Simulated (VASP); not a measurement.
Crystal: TiO2.

```
Ti O
1.0
     4.59984    0.00000    0.00000
     0.00000    4.59984    0.00000
     0.00000    0.00000    2.95921
Ti O
2 4
Direct
  0.00000 0.00000 0.50000
  0.50000 0.50000 0.00000
  0.30432 0.30432 0.50000
  0.19568 0.80432 0.00000
  0.80432 0.19568 0.00000
  0.69568 0.69568 0.50000
```

The cell is a database's computed one.

Base run:

* Program: VASP 6.6.1
* Functional: TB-mBJ
* Potentials or basis: VASP PAW PBE potentials, release 64 (Ti_sv, O)
* Cutoff: 520 eV
* k mesh: 6 × 6 × 8
* Occupations: gaussian, width 0.02 eV
* Spin: no spin polarisation

Its results: band gap on the k mesh 2.71 eV, indirect (least direct gap 2.72 eV).

Task: The run is repeated on the same cell with these changes: functional from TB-mBJ to r2SCAN. What comes out?

Result: Band gap on the k mesh 2.21 eV, direct.

Not every run made on this cell is shown here.
